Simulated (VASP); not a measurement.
Output of a VASP run:

**OUTCAR**
```
 ion  position               nearest neighbor table
   1  0.000  0.500  0.641-   7 2.70   8 2.70   8 2.70   7 2.70   6 3.70   6 3.70   6 3.70   6 3.70
                             3 4.22   4 4.22   4 4.22   3 4.22   2 4.28   2 4.28   2 4.28   2 4.28
   2  0.500  0.000  0.359-   7 2.70   8 2.70   7 2.70   8 2.70   5 3.70   5 3.70   5 3.70   5 3.70
                             4 4.22   3 4.22   4 4.22   3 4.22   1 4.28   1 4.28   1 4.28   1 4.28
   3  0.500  0.500  0.000-   5 2.94   6 2.94   6 2.94   5 2.94   4 3.28   4 3.28   4 3.28   4 3.28
                             1 4.22   2 4.22   2 4.22   1 4.22
   4  0.000  0.000  0.000-   5 2.94   6 2.94   5 2.94   6 2.94   3 3.28   3 3.28   3 3.28   3 3.28
                             2 4.22   1 4.22   2 4.22   1 4.22
   5  0.000  0.500  0.185-   3 2.94   4 2.94   4 2.94   3 2.94   2 3.70   2 3.70   2 3.70   2 3.70
  LATTYP: Found a simple tetragonal cell.
 ALAT       =     4.6351523479
 C/A-ratio  =     2.1148627098
 Subroutine PRICEL returns:
 Original cell was already a primitive cell.
 Subroutine GETGRP returns: Found 16 space group operations
The static configuration has the point symmetry D_2d.
 The point group associated with its full space group is D_4h.
The dynamic configuration has the point symmetry D_2d.
 Subroutine INISYM returns: Found 16 space group operations
 Subroutine IBZKPT returns following result:
 Found     12 irreducible k-points:

 Following reciprocal coordinates:
            Coordinates               Weight
  0.000000  0.000000  0.000000      1.000000
  0.200000  0.000000  0.000000      4.000000
  0.400000  0.000000  0.000000      4.000000
  0.200000  0.200000  0.000000      4.000000
  0.400000  0.200000  0.000000      8.000000
  0.400000  0.400000  0.000000      4.000000
  0.000000  0.000000  0.500000      1.000000
  0.200000  0.000000  0.500000      4.000000
  0.400000  0.000000  0.500000      4.000000
  0.200000  0.200000  0.500000      4.000000
  0.400000  0.200000  0.500000      8.000000
  0.400000  0.400000  0.500000      4.000000
   k-points           NKPTS =     12   k-points in BZ     NKDIM =     12   number of bands    NBANDS=     40
   number of dos      NEDOS =    301   number of ions     NIONS =      8
   total plane-waves  NPLWV = 103680
   dimension x,y,z NGX =    36 NGY =   36 NGZ =   80
   dimension x,y,z NGXF=    72 NGYF=   72 NGZF=  160
   ions per type =               2   2   2   2
   PREC   = accura    normal or accurate (medium, high low for compatibility)
   ISTART =      0    job   : 0-new  1-cont  2-samecut
   ICHARG =      2    charge: 1-file 2-atom 10-const
   ISPIN  =      1    spin polarized calculation?
   LNONCOLLINEAR =      F non collinear calculations
   LSORBIT =      F    spin-orbit coupling
   INIWAV =      1    electr: 0-lowe 1-rand  2-diag
   ENCUT  =  520.0 eV  38.22 Ry    6.18 a.u.   8.62  8.62 18.23*2*pi/ulx,y,z
   NELM   =    100;   NELMIN=  2; NELMDL= -5     # of ELM steps
   EDIFF  = 0.1E-05   stopping-criterion for ELM
   LREAL  =      F    real-space projection
   NLSPLINE    = F    spline interpolate recip. space projectors
   LMAXMIX     =    4 max onsite mixed and CHGCAR
   VOSKOWN=      0    Vosko Wilk Nusair interpolation
   EDIFFG = -.2E-01   stopping-criterion for IOM
   NSW    =     60    number of steps for IOM
   NBLOCK =      1;   KBLOCK =     60    inner block; outer block
   IBRION =      2    ionic relax: 0-MD 1-quasi-New 2-CG
   NFREE  =      1    steps in history (QN), initial steepest desc. (CG)
   ISIF   =      3    stress and relaxation
   ISYM   =      2    0-nonsym 1-usesym 2-fastsym
   TEIN   =    0.0    initial temperature
   TEBEG  =    0.0;   TEEND  =   0.0 temperature during run
   SMASS  =  -3.00    Nose mass-parameter (am)
   PSTRESS=    0.0 pullay stress
   NELECT =      68.0000    total number of electrons
   EFERMI =   0.00;   METHOD = LEGACY
   ISMEAR =     0;   SIGMA  =   0.05  broadening in eV -4-tet -1-fermi 0-gaus
   IALGO  =     38    algorithm
   LDIAG  =      T    sub-space diagonalisation (order eigenvalues)
   IMIX   =      4    mixing-type and parameters
     AMIX     =   0.40;   BMIX     =  1.00
     AMIX_MAG =   1.60;   BMIX_MAG =  1.00
     AMIN     =   0.10
   METAGGA = R2SCAN    functional components
   VOSKOWN =     0    Vosko Wilk Nusair interpolation
   LHFCALC =     F    Hartree Fock is set to
...
```

OSZICAR:
```
       N       E                     dE             d eps       ncg     rms          rms(c)
DAV:   1     0.446570203629E+03    0.44657E+03   -0.32447E+04   960   0.157E+03
DAV:   2    -0.131230232286E+03   -0.57780E+03   -0.56299E+03  1152   0.363E+02
DAV:   3    -0.185552841670E+03   -0.54323E+02   -0.54073E+02  1168   0.122E+02
DAV:   4    -0.187355832467E+03   -0.18030E+01   -0.18001E+01  1408   0.184E+01
DAV:   5    -0.187387496294E+03   -0.31664E-01   -0.31662E-01  1232   0.241E+00    0.105E+01
DAV:   6    -0.175758029300E+03    0.11629E+02   -0.13725E+01  1160   0.314E+01    0.907E+00
DAV:   7    -0.169398049940E+03    0.63600E+01   -0.31742E+00  1136   0.111E+01    0.553E+00
DAV:   8    -0.173105872502E+03   -0.37078E+01   -0.12341E+00   984   0.825E+00    0.227E+00
DAV:   9    -0.165442893678E+03    0.76630E+01   -0.23188E+00   984   0.816E+00    0.157E+00
DAV:  10    -0.165971923787E+03   -0.52903E+00   -0.35277E-01  1104   0.345E+00    0.965E-01
DAV:  11    -0.166072471629E+03   -0.10055E+00   -0.42818E-02  1072   0.118E+00    0.643E-01
DAV:  12    -0.166620545038E+03   -0.54807E+00   -0.33650E-01  1040   0.324E+00    0.354E-01
DAV:  13    -0.166649009508E+03   -0.28464E-01   -0.15924E-02  1240   0.701E-01    0.336E-01
DAV:  14    -0.166650215869E+03   -0.12064E-02   -0.77980E-04  1224   0.155E-01    0.353E-01
DAV:  15    -0.166648769196E+03    0.14467E-02   -0.32404E-04  1112   0.109E-01    0.326E-01
DAV:  16    -0.166645710759E+03    0.30584E-02   -0.19993E-02  1104   0.695E-01    0.144E-01
DAV:  17    -0.166650489944E+03   -0.47792E-02   -0.45685E-03  1192   0.339E-01    0.268E-01
DAV:  18    -0.166652042729E+03   -0.15528E-02   -0.38055E-04  1024   0.125E-01    0.232E-01
DAV:  19    -0.166651619705E+03    0.42302E-03   -0.23304E-04  1072   0.123E-01    0.206E-01
DAV:  20    -0.166653475492E+03   -0.18558E-02   -0.31811E-03  1040   0.301E-01    0.582E-02
DAV:  21    -0.166653444178E+03    0.31314E-04   -0.24389E-04  1256   0.870E-02    0.520E-02
DAV:  22    -0.166653438690E+03    0.54878E-05   -0.13399E-05  1208   0.220E-02    0.425E-02
DAV:  23    -0.166653580718E+03   -0.14203E-03   -0.14620E-04  1080   0.682E-02    0.164E-02
DAV:  24    -0.166653579051E+03    0.16675E-05   -0.40392E-05  1144   0.267E-02    0.138E-02
DAV:  25    -0.166653580611E+03   -0.15602E-05   -0.77413E-06   992   0.130E-02    0.821E-03
DAV:  26    -0.166653581353E+03   -0.74234E-06   -0.22910E-06   896   0.720E-03
   1 F= -.16665358E+03 E0= -.16665358E+03  d E =-.166654E+03
```

File OUTCAR:
```
------------------------ aborting loop because EDIFF is reached ----------------------------------------
  FORCE on cell =-STRESS in cart. coord.  units (eV):
  Direction    XX          YY          ZZ          XY          YZ          ZX
  --------------------------------------------------------------------------------------
  Total       -0.0503965     -0.0503965      0.1348925      0.0000000      0.0000000      0.0000000
  in kB       -0.3833863     -0.3833863      1.0261815      0.0000000      0.0000000      0.0000000
  external PRESSURE =       0.0864697 kB  Pullay stress =       0.0000000 kB
  volume of cell :      210.61
      direct lattice vectors                 reciprocal lattice vectors
     4.635152348  0.000000000  0.000000000     0.215742639  0.000000000  0.000000000
     0.000000000  4.635152348  0.000000000     0.000000000  0.215742639  0.000000000
     0.000000000  0.000000000  9.802710855     0.000000000  0.000000000  0.102012598
 POSITION                                       TOTAL-FORCE (eV/Angst)
 -----------------------------------------------------------------------------------
      0.00000      2.31758      6.27936        -0.000000     -0.000000     -0.005634
      2.31758      0.00000      3.52335        -0.000000     -0.000000      0.005634
      2.31758      2.31758      0.00000         0.000000     -0.000000      0.000000
      0.00000      0.00000      0.00000        -0.000000      0.000000      0.000000
      0.00000      2.31758      1.81413        -0.000000     -0.000000     -0.000609
      2.31758      0.00000      7.98858        -0.000000     -0.000000      0.000609
      2.31758      2.31758      4.90136        -0.000000     -0.000000      0.000000
      0.00000      0.00000      4.90136        -0.000000      0.000000      0.000000
 -----------------------------------------------------------------------------------
    total drift:                                0.000000      0.000000      0.000000
  FREE ENERGIE OF THE ION-ELECTRON SYSTEM (eV)
  ---------------------------------------------------
  free  energy   TOTEN  =      -166.6535813535 eV

  energy  without entropy=     -166.6535813535  energy(sigma->0) =     -166.65358135

 reached required accuracy - stopping structural energy minimisation
```
(Selected blocks of OUTCAR.)

**POSCAR**
```
BaCdSbF
1
    4.6351523479     0.0000000000     0.0000000000
    0.0000000000     4.6351523479     0.0000000000
    0.0000000000     0.0000000000     9.8027108546
Ba Cd Sb F
2 2 2 2
Direct
  0.0000000000   0.5000000000   0.6405736580
  0.5000000000   0.0000000000   0.3594263420
  0.5000000000   0.5000000000   0.0000000000
  0.0000000000   1.0000000000   1.0000000000
  0.0000000000   0.5000000000   0.1850638337
  0.5000000000   0.0000000000   0.8149361663
  0.5000000000   0.5000000000   0.5000000000
  0.0000000000   0.0000000000   0.5000000000
```

**Question.** Reconstruct the remaining input files.

**Answer.** Several could match; the one computed here: the input of the run itself, r2SCAN meta-GGA, plane waves, VASP's PBE PAW potentials (set 64).

INCAR:
```
! general
SYSTEM  = BaCdSbF
PREC    = Accurate
ENCUT   = 520
LREAL   = .FALSE.
LASPH   = .TRUE.

! electronic loop
EDIFF   = 1E-6
NELM    = 100
ALGO    = Normal
LMAXMIX = 4
LMIXTAU = .TRUE.

! smearing
ISMEAR  = 0
SIGMA   = 0.05

! functional
METAGGA = R2SCAN

! ions
IBRION  = 2
NSW     = 60
ISIF    = 3
EDIFFG  = -0.02

! output
LWAVE   = .FALSE.
LCHARG  = .FALSE.
```

### KPOINTS
```
K-points
0
G
  5 5 2
```

POTCAR, in this order: Ba_sv Cd Sb F (PBE.64 set). Program: vasp_std.

The structure comes from a computed database's BaCdSbF entry (P4/nmm); how it stands against other phases isn't given here. It was relaxed first. The start is the result of an earlier pass.
